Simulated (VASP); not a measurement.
Given:

```
CELL_PARAMETERS angstrom
     -1.91860     1.91860     1.91860
      1.91860    -1.91860     1.91860
      1.91860     1.91860    -1.91860
ATOMIC_POSITIONS crystal
  Te 0.00000 0.00000 0.00000
```

Computed with r2SCAN meta-GGA, VASP's PBE PAW potentials (set 64) (plane waves; VASP 6.6.1). Run with 400 eV cut-off, 15×15×15 Γ-centred mesh, tetrahedra with Blöchl corrections, potentials Te.

Give the energies of bands 2 to 6 at the high-symmetry points, in eV from the Fermi level.

```tsv
band	Γ	H	N	P
2	3.14	-3.23	-6.25	-3.56
3	3.14	-3.23	-0.05	-3.56
4	3.14	-3.23	2.16	-3.56
5	10.26	3.37	6.13	13.89
6	10.26	3.37	6.81	13.89
```

It has no gap at this level: it comes out as a metal or semimetal.

The structure was generated: Te was put into the bcc type (Im-3m), which need not be its known phase. It was relaxed first.
